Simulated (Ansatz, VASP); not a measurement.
# Cross-check of SiC between VASP and Ansatz, part 3 of 3

One calculation is typed for both programs; each brings its own data sets. How far apart do they land? The cell is taken from a series of runs on this material, whose earlier steps may have relaxed, scaled, displaced or heated it; both programs get it as it stands.

VASP 6.6.1 and Ansatz 0.2.0.

So far: The structure; VASP: zone-centre phonons, LDA.

## Step 3: Ansatz: zone-centre phonons, LDA

Level of this step: Ansatz beside VASP: Kohn-Sham DFT, plane waves, LDA (Ansatz).

Ansatz runs on its PAW soft_1 files.

The same cell, functional (in two slightly different forms) and mesh now go to Ansatz, which takes its cutoff from its data sets.

File input.yaml:

```yaml
crystal:
  lattice:
    - [3.1181772225, 0.0, 0.0]
    - [-1.5590886113, 2.7004206882, 0.0]
    - [0.0, 0.0, 10.2105957393]
  atoms:
    - { symbol: C, position: [0.6666666667, 0.3333333333, 0.7497815861] }
    - { symbol: C, position: [0.3333333333, 0.6666666667, 0.2497815861] }
    - { symbol: C, position: [0.0, 0.0, 0.5004568705] }
    - { symbol: C, position: [0.0, 0.0, 0.0004568705] }
    - { symbol: Si, position: [0.6666666667, 0.3333333333, 0.9378881465] }
    - { symbol: Si, position: [0.3333333333, 0.6666666667, 0.4378881465] }
    - { symbol: Si, position: [0.0, 0.0, 0.6878723968] }
    - { symbol: Si, position: [0.0, 0.0, 0.1878723968] }
kpoints:
  mp_grid: { grid: [9, 9, 4] }
hamiltonian:
  xc: lda
  pseudopotentials: { kind: paw, azcp: { folder: soft_1 }, xc_functional: pbe }
scf:
  occupations: { method: fixed }
output:
  eigenvalues: true
phonons:
  method: dfpt
  dielectric: true
  rigid_motions: translations
```

The run is started by

```
ansatz run input.yaml --threads 8 --pin off --max-ram 16384MiB --backend cpu --events-out ev --progress --plain --runs-dir out
```

Numbers of over 12 decimals in the logs are rounded to 6 here.

The program printed:

```text
Engine: ansatz 0.2.0, aarch64-unknown-linux-gnu
Pseudopotentials: kind: paw
Pseudopotential: C, paw, valence charge 4, recommended cutoff 420 eV (normal), soft_1/C.paw.azcp
Pseudopotential: Si, paw, valence charge 4, recommended cutoff 420 eV (normal), soft_1/Si.paw.azcp
Functional definition: SPW92
  exchange = slater_x
  correlation = pw_c
Crystal: 8 atoms, lattice volume = 85.977 Å³
Basis set: ecut = 420 eV, 1655 PW (Γ), exchange–correlation on 48×48×144 points (8 copies of the dense FFT grid, shifted against one another)
Bands: 24, of which v1, the nominal top of the filled ones, is band 16 counted from 1 (15 counted from 0)
Symmetry: 12 space group operations
k-points: 95 of 324 (irreducible under 2 space group operations, time reversal used)
Non-local potential: C, projectors of the file, l = 0: 2, l = 1: 2, l = 2: 1
Non-local potential: Si, projectors of the file, l = 0: 2, l = 1: 2, l = 2: 1
PAW form: soft (Blöchl's): semilocal exchange-correlation on the pseudo side does not see the compensation charge
PAW frozen core: C, regenerated for the run's functional, and the local potential with it (the file was generated under x = pbe(κ = 0.804, μ = 0.219515), c = pbe(β = 0.066725))
PAW frozen core: Si, regenerated for the run's functional, and the local potential with it (the file was generated under x = pbe(κ = 0.804, μ = 0.219515), c = pbe(β = 0.066725))
PAW one-centre angular grid: C, 110 points (default); XC on 64 Gauss nodes
PAW one-centre angular grid: Si, 110 points (default); XC on 64 Gauss nodes
Initial density: superposition of atomic densities (chi_scale 0.1, normalization cell, long waves kept (reshape's long-wave potential 0.00 eV rms))
Initial wavefunctions: pseudopotential atomic-orbital guess
Functional: x = slater, c = lda
SCF iter   1: F=—  HF=-3414.360108 eV  |F-HF|=—  |Δ(HF+E_count)|=         —  Δρ=1.30e-1  dr2=1.80e1  ethr=3.10e-3  ⟨swp⟩=5.0  Hψ=10587  notcnv=0  defer=519
preconditioner: auto → none  [insulator: Δε(μ)=4.047 eV  Ē_g=12.396 eV  n_scr=6 (ndim 8)  ℏωp=22.7 eV  f_vac=0.000  ε∞_Penn≈4.3]
SCF iter   2: F=—  HF=-3409.113002 eV  |F-HF|=—  |Δ(HF+E_count)|=    5.25e0  Δρ=5.06e-2  dr2=1.52e0  ethr=3.10e-3  ⟨swp⟩=4.0  Hψ=6304  notcnv=0  defer=558
SCF iter   3: F=—  HF=-3408.672763 eV  |F-HF|=—  |Δ(HF+E_count)|=   4.40e-1  Δρ=1.85e-2  dr2=1.56e-1  ethr=3.10e-3  ⟨swp⟩=2.5  Hψ=4374  notcnv=0  defer=550
SCF iter   4: F=—  HF=-3408.638781 eV  |F-HF|=—  |Δ(HF+E_count)|=   3.40e-2  Δρ=1.37e-3  dr2=9.76e-4  ethr=4.88e-4  ⟨swp⟩=2.1  Hψ=2374  notcnv=0  defer=568
SCF iter   5: F=—  HF=-3408.639217 eV  |F-HF|=—  |Δ(HF+E_count)|=   4.36e-4  Δρ=3.24e-4  dr2=1.56e-4  ethr=3.05e-6  ⟨swp⟩=2.1  Hψ=3685  notcnv=0  defer=570
SCF iter   6: F=—  HF=-3408.639178 eV  |F-HF|=—  |Δ(HF+E_count)|=   3.89e-5  Δρ=1.36e-4  dr2=1.12e-5  ethr=4.87e-7  ⟨swp⟩=2.1  Hψ=3081  notcnv=0  defer=550
SCF iter   7: F=—  HF=-3408.639177 eV  |F-HF|=—  |Δ(HF+E_count)|=   1.21e-6  Δρ=2.87e-5  dr2=6.60e-7  ethr=3.49e-8  ⟨swp⟩=2.1  Hψ=3075  notcnv=0  defer=319
SCF iter   8: F=—  HF=-3408.639177 eV  |F-HF|=—  |Δ(HF+E_count)|=   1.43e-7  Δρ=1.36e-5  dr2=2.23e-7  ethr=2.06e-9  ⟨swp⟩=2.5  Hψ=3782  notcnv=0  defer=279
SCF iter   9: F=—  HF=-3408.639177 eV  |F-HF|=—  |Δ(HF+E_count)|=   5.77e-8  Δρ=2.86e-6  dr2=4.62e-9  ethr=6.97e-10  ⟨swp⟩=2.1  Hψ=3000  notcnv=0  defer=279
SCF iter  10: F=-3408.639177 eV  HF=-3408.639177 eV  |F-HF|=1.86e-11  |Δ(HF+E_count)|=   1.22e-9  Δρ=4.89e-7  dr2=8.50e-11  ethr=1.00e-12  ⟨swp⟩=15.3  Hψ=19550  notcnv=0
SCF 1 converged in 10 iterations: F = -3408.639177 eV  dr2 = 8.50e-11
  greatest PAW one-centre occupation: 0.636 electrons in one spin orbital (limit 2), on the C atom at site 1 (counted from 0), in its partial waves of l = 0
NSCF: frozen V_eff on 4 k-points
DFPT response loops at Γ: preconditioner auto → Resta (q_TF=auto, 2.314 Å⁻¹)  ε∞=5.1 (no band partly filled); β = 1.00, the filter's whole step (`scf.mixing.beta` (0.50) is not read by the response loops at its default; to damp them type it under 1.00, their step now; it binds the ground state too); Broyden in place of MSR1
── the response to a field inside a basis, on 10×10×4 k-points: an SCF that follows is theirs, and a resumed run solves both again ──
Bands: 17, of which v1, the nominal top of the filled ones, is band 16 counted from 1 (15 counted from 0)
k-points: 60 of 400 (irreducible under 4 space group operations, time reversal used)
Initial density: handed on by an earlier stage of this run
Initial wavefunctions: pseudopotential atomic-orbital guess (no wavefunctions were taken with the density)
Eigensolver: Dense (60 Hₖ)
SCF iter   1: F=—  HF=-3408.629454 eV  |F-HF|=—  |Δ(HF+E_count)|=         —  Δρ=1.25e-4  dr2=3.23e-6  ethr=1.00e-1
preconditioner: auto → none  [insulator: Δε(μ)=2.321 eV  Ē_g=9.523 eV  n_scr=6 (ndim 8)  ℏωp=22.7 eV  f_vac=0.000  ε∞_Penn≈6.7]
SCF iter   2: F=—  HF=-3408.629454 eV  |F-HF|=—  |Δ(HF+E_count)|=   4.73e-7  Δρ=6.01e-5  dr2=7.10e-7  ethr=1.01e-8
SCF iter   3: F=-3408.629454 eV  HF=-3408.629454 eV  |F-HF|=2.99e-8  |Δ(HF+E_count)|=   2.45e-7  Δρ=4.09e-6  dr2=3.51e-8  ethr=2.22e-9
SCF 1 converged in 3 iterations: F = -3408.629454 eV  dr2 = 3.51e-8
DFPT response loops at Γ: mixed as the last ones told, above
SCF converged after 10 iterations
Free energy (F): -3408.639177 eV
Harris-Foulkes:  -3408.639177 eV  (|F-HF|=1.86e-11)
Internal energy: -3408.639177 eV  (E = F + TS)
E sigma→0 (E₀):  -3408.639177 eV
Fermi energy:    8.837931 eV
--- Per-component energies (eV) ---
  E_band       = 96.144454
  E_kinetic    = 525.015887
  E_local      = -399.646944  (includes V_loc(G=0)·N_el)
  E_nonlocal   = 187.032492
  E_hartree    = 128.451326
  E_xc         = -416.660255
  E_vxc        = -431.206873  (∫ρ·V_xc dr)
  E_paw        = -2309.456314  (= ΣΔE_a)
  E_vpaw       = -41.952930  (= ΣTr[D̂ρ^β])
  E_aug_tail   = 0.000198  (compensation charges beyond the density's cutoff)
  E_ewald      = -1123.964220
  E_core_change = 0.588653  (= ΣΔE_core)
  E_smearing   = -0.000000  (= −TS)
  E_closure    = 0.000000  (closes the sum)
  Σ components = -3408.639177   (vs F -3408.639177, Δ=0.00e0)
--- Band table (eV; the first three rows and the last of 95) ---
  k-point 0: bands = [... 12 lower, 8.2560, 8.7870, 8.8379, 8.8379, 13.5517, 14.1265, 14.7036, 14.7413, ... 4 higher]
  k-point 1: bands = [... 12 lower, 8.4268, 8.4268, 8.7825, 8.7825, 13.6047, 13.9765, 14.9291, 14.9677, ... 4 higher]
  k-point 2: bands = [... 12 lower, 8.6326, 8.6326, 8.6326, 8.6326, 13.7563, 13.7563, 15.1874, 15.1874, ... 4 higher]
  k-point 94: bands = [... 12 lower, 5.7099, 5.7099, 7.4601, 7.4601, 13.0128, 13.0128, 14.1216, 14.1216, ... 4 higher]
--- Phonons (Γ-DFPT): 8 representative perturbations + reference, on 95 of 324 k-points (Σ response iterations 25) ---
  k mesh reduced under 2 symmetry operations, with k and −k counted as one. Each operation leaves every solved perturbation unchanged. A smaller set is not considered because the run solves the response to a homogeneous field
  ASR residual: 1.734e-4 → 0.000e0 eV/Å²; symmetrization residual: 2.803e-6 eV/Å²
  ASR residual per site (eV/Å²): 1.73e-4 1.73e-4 4.00e-5 4.00e-5 3.49e-5 3.49e-5 1.60e-4 1.60e-4
  Γ frequencies (cm⁻¹): 0.00 0.00 0.00 191.23 191.23 197.90 197.90 259.94 259.94 375.34 382.67 573.15 714.62 714.62 725.97 725.97 733.32 734.14 734.14 748.31 748.31 786.08 857.67 866.82
  ε∞ (high-frequency dielectric tensor):
        7.112036     0.000000     0.000000
        0.000000     7.112036    -0.000000
       -0.000000    -0.000000     7.405466
  ε⁰ (static dielectric tensor: ions relaxed, cell fixed):
       10.567316     0.000000    -0.000000
        0.000000    10.567316     0.000000
       -0.000000     0.000000    11.259715
  ε⁰ − ε∞ (ionic part):
        3.455280     0.000000    -0.000000
        0.000000     3.455280     0.000000
       -0.000000     0.000000     3.854249
  softest optical mode at Γ: 191.23 cm⁻¹; the repairs (sum rule, projections) moved no ω² at Γ by more than (2.33 cm⁻¹)²
  Born effective charges Z* (e; rows j = field, columns β = displacement):
    site 0:
        -2.68951   -0.00000    0.00000
        -0.00000   -2.68951    0.00000
         0.00000   -0.00000   -2.72164
    site 1:
        -2.68951   -0.00000   -0.00000
        -0.00000   -2.68951   -0.00000
        -0.00000    0.00000   -2.72164
    site 2:
        -2.64260   -0.00000   -0.00000
        -0.00000   -2.64260   -0.00000
        -0.00000   -0.00000   -2.79522
    site 3:
        -2.64260   -0.00000    0.00000
        -0.00000   -2.64260    0.00000
         0.00000    0.00000   -2.79522
    site 4:
         2.66195    0.00000   -0.00000
         0.00000    2.66195   -0.00000
        -0.00000    0.00000    2.62670
    site 5:
[...]
site 6:
[...]
site 7:
[...]
Z* charge neutrality: 1.025e-2 e pre-enforcement
  solved inside a basis spanned on kpoints, on 10×10×4 k-points, its susceptibility summed on 14×14×4: ε∞ is read to err by 2.7e-2, Z* by 1.6e-2 e (field_mesh: kpoints solves on kpoints); Z* is corrected for what the basis lacks
  optical modes at Γ without the LO–TO term, one row a degenerate level:
      ω (cm⁻¹)  modes    IR ((D/Å)²/amu)
[...]
optical modes at Γ + LO–TO along q̂ = [1.0000, 0.0000, 0.0000]:
      ω (cm⁻¹)  modes    IR ((D/Å)²/amu)
[...]
optical modes at Γ + LO–TO along q̂ = [0.0000, 1.0000, 0.0000]:
      ω (cm⁻¹)  modes    IR ((D/Å)²/amu)
[...]
optical modes at Γ + LO–TO along q̂ = [0.0000, 0.0000, 1.0000]:
      ω (cm⁻¹)  modes    IR ((D/Å)²/amu)
[...]
714.62      2             0.1985
        725.97      2             0.0000
        734.14      2             0.0000
        748.31      2           155.7389
        785.69      1             0.0709
        857.67      1             0.0000
        866.82      1             0.0000
        904.43      1            83.4368
```

## Step 4: Side by side

Known differences besides the potentials themselves: fixed occupations in Ansatz, narrow Gaussian smearing in VASP; VASP's response is taken on the typed mesh, Ansatz refines its own for the field response alone; the cutoff is 420 eV in Ansatz and 600 eV in VASP; VASP's log shows a relativistic correction to its local exchange, Ansatz's none. Total energies have different zeros and are not compared.

Both answers:

```
                                     quantity  Ansatz   VASP  difference
                                        ε∞ xx    7.11   7.17     -0.85 %
                                        ε∞ yy    7.11   7.17     -0.85 %
                                        ε∞ zz    7.41   7.41     -0.04 %
 Born charge of C1 (mean of the diagonal) (e)   -2.70  -2.69       -0.01
Born charge of Si5 (mean of the diagonal) (e)    2.65   2.64       +0.01
                   optical mode 1 to 2 (cm⁻¹)   191.2  191.5     -0.14 %
                   optical mode 3 to 4 (cm⁻¹)   197.9  198.2     -0.13 %
                   optical mode 5 to 6 (cm⁻¹)   259.9  260.4     -0.17 %
                        optical mode 7 (cm⁻¹)   375.3  376.0     -0.18 %
                        optical mode 8 (cm⁻¹)   382.7  383.6     -0.24 %
                        optical mode 9 (cm⁻¹)   573.1  572.5     +0.11 %
                 optical mode 10 to 11 (cm⁻¹)   714.6  715.1     -0.07 %
                 optical mode 12 to 13 (cm⁻¹)   726.0  726.2     -0.02 %
                       optical mode 14 (cm⁻¹)   733.3  733.5     -0.02 %
                 optical mode 15 to 16 (cm⁻¹)   734.1  734.3     -0.02 %
                 optical mode 17 to 18 (cm⁻¹)   748.3  748.6     -0.04 %
                       optical mode 19 (cm⁻¹)   786.1  786.7     -0.08 %
                       optical mode 20 (cm⁻¹)   857.7  858.0     -0.04 %
                       optical mode 21 (cm⁻¹)   866.8  866.9     -0.01 %
```

Modes are paired by rising frequency, not by their patterns, so a pair may set unlike modes beside each other; they are those without the splitting of longitudinal modes.

## Step 5: Results

| Item | Value |
| --- | --- |
| r.m.s. difference of the optical zone-centre modes, each program's sorted by frequency (zone-centre phonons, LDA) | 0.42 cm⁻¹ |
| difference in ε∞ xx (zone-centre phonons, LDA) | -0.8 % |

The r.m.s. difference of the optical zone-centre modes, each program's sorted by frequency is 0.42 cm⁻¹ (zone-centre phonons, LDA). Among the rows given in per cent, the largest difference of the zone-centre phonons, LDA pair is in ε∞ xx, -0.8 %. Such differences can come from data sets, numerical settings and the points named under the comparisons, not from the functional's error against experiment.

[Lines on the potential files, build, host, timing and source positions are cut from VASP's logs without a mark.]

[Logs are printed without paths, hosts, clocks, repeated set-up lines and the standing remarks that a program may print on its own settings, such as how far it seeks lower states.]

[Hosts, paths, dates, database ids (printed as entryN), source tags and the programs' standing remarks are cut or masked in the printed files.]
